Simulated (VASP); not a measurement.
Input:

```
TiN
1.0
    0.00000     2.12439     2.12439
    2.12439     0.00000     2.12439
    2.12439     2.12439     0.00000
Ti N
1 1
Direct
  0.00000   0.00000   0.00000
  0.50000   0.50000   0.50000
```

These are PBE GGA, VASP's PBE PAW potentials (set 64) (plane waves; VASP) values and carry that method's errors. Settings: 600 eV cut-off, 14×14×14 Γ-centred mesh, first-order Methfessel-Paxton smearing of 0.10 eV, potentials Ti_sv N.

Energy and stress use the plane-wave basis of the starting cell.

### Question
The ions, cell shape and volume at an external pressure of 20.0 GPa are relaxed. Which structure does the run end with?

### Answer

```
TiN
1.0
    0.00000     2.08011     2.08011
    2.08011     0.00000     2.08011
    2.08011     2.08011     0.00000
Ti N
1 1
Direct
  0.00000   0.00000   0.00000
  0.50000   0.50000   0.50000
```
Space group Fm-3m (225), at a tolerance of 0.03 Å.

### Question
How do energy and volume change from the first to the last step?

### Answer
The energy (σ→0) changes by +34.4 meV/atom and the volume by -6.1 %, in 4 ionic steps.

The compound is TiN in the rock salt structure. This run relaxes it under an external pressure of 20 GPa. Symmetry was kept, so distortions that lower it aren't found. The electron count is odd and the run is not spin-polarised, which forces a metal.
